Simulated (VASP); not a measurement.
Output of a VASP run:

**OSZICAR**
```
       N       E                     dE             d eps       ncg     rms          rms(c)
DAV:   1     0.289394973999E+02    0.28939E+02   -0.50301E+03  3619   0.863E+02
DAV:   2    -0.403711869166E+01   -0.32977E+02   -0.30902E+02  3086   0.168E+02
DAV:   3    -0.426492752282E+01   -0.22781E+00   -0.22756E+00  3511   0.142E+01
DAV:   4    -0.426554463100E+01   -0.61711E-03   -0.61710E-03  3382   0.775E-01
DAV:   5    -0.426554864556E+01   -0.40146E-05   -0.40137E-05  3345   0.602E-02    0.966E+00
RMM:   6    -0.394856328021E+01    0.31699E+00   -0.54271E-01  2970   0.776E+00    0.594E+00
RMM:   7    -0.392589534726E+01    0.22668E-01   -0.64243E-02  2970   0.288E+00    0.289E+00
RMM:   8    -0.392302154442E+01    0.28738E-02   -0.63490E-03  2970   0.869E-01    0.462E-01
RMM:   9    -0.392290571422E+01    0.11583E-03   -0.85817E-04  2970   0.315E-01    0.996E-02
RMM:  10    -0.392291269001E+01   -0.69758E-05   -0.10645E-04  2686   0.973E-02    0.839E-02
RMM:  11    -0.392291016934E+01    0.25207E-05   -0.16317E-05  2160   0.396E-02
   1 F= -.39229102E+01 E0= -.39228157E+01  d E =-.392291E+01
```

### OUTCAR
```
------------------------ aborting loop because EDIFF is reached ----------------------------------------
  FORCE on cell =-STRESS in cart. coord.  units (eV):
  Direction    XX          YY          ZZ          XY          YZ          ZX
  --------------------------------------------------------------------------------------
  Total       -0.0097041     -0.0097041     -0.0097041     -0.0000000     -0.0000000     -0.0000000
  in kB       -0.9150701     -0.9150701     -0.9150701     -0.0000000     -0.0000000     -0.0000000
  external PRESSURE =      -0.9150701 kB  Pullay stress =       0.0000000 kB
  volume of cell :       16.99
      direct lattice vectors                 reciprocal lattice vectors
     0.000000000  2.040457163  2.040457163    -0.245043125  0.245043125  0.245043125
     2.040457163  0.000000000  2.040457163     0.245043125 -0.245043125  0.245043125
     2.040457163  2.040457163  0.000000000     0.245043125  0.245043125 -0.245043125
 POSITION                                       TOTAL-FORCE (eV/Angst)
 -----------------------------------------------------------------------------------
      0.00000      0.00000      0.00000        -0.000000      0.000000     -0.000000
 -----------------------------------------------------------------------------------
    total drift:                               -0.000000     -0.000000     -0.000000
  FREE ENERGIE OF THE ION-ELECTRON SYSTEM (eV)
  ---------------------------------------------------
  free  energy   TOTEN  =        -3.9229101693 eV

  energy  without entropy=       -3.9226268499  energy(sigma->0) =       -3.92281573

 reached required accuracy - stopping structural energy minimisation
```
(Selected blocks of OUTCAR.)

**POSCAR**
```
Au
1
   -0.0000000000     2.0404571629     2.0404571629
    2.0404571629    -0.0000000000     2.0404571629
    2.0404571629     2.0404571629    -0.0000000000
Au
1
Direct
  0.0000000000   0.0000000000   0.0000000000
```

Question: Write an INCAR and KPOINTS that could have produced this output.

Answer: Several could match; the one computed here: the input of the run itself, PBEsol GGA, plane waves, VASP's PBE PAW potentials (set 64).

### KPOINTS
```
Automatic mesh
0
Gamma
 17 17 17
```

**INCAR**
```
ALGO = Fast
PREC = Normal
GGA = PS   # PBEsol
IBRION = 2
LREAL = .FALSE.   # projection in real space or not
LCHARG = .FALSE.
EDIFFG = -0.03   # ionic stop
ENCUT = 400
ISIF = 2
LWAVE = .FALSE.
LASPH = .TRUE.   # aspherical one-centre terms
LMAXMIX = 6
EDIFF = 1E-5   # SCF stop (eV)
ISMEAR = 1   # Methfessel-Paxton
NSW = 20
SYSTEM = Au
SIGMA = 0.1
NELM = 100   # most electronic steps
NELMIN = 4
```

POTCAR, in this order: Au (PBE.64 set). Program: vasp_std.

The compound is Au in the fcc structure. It was relaxed first.
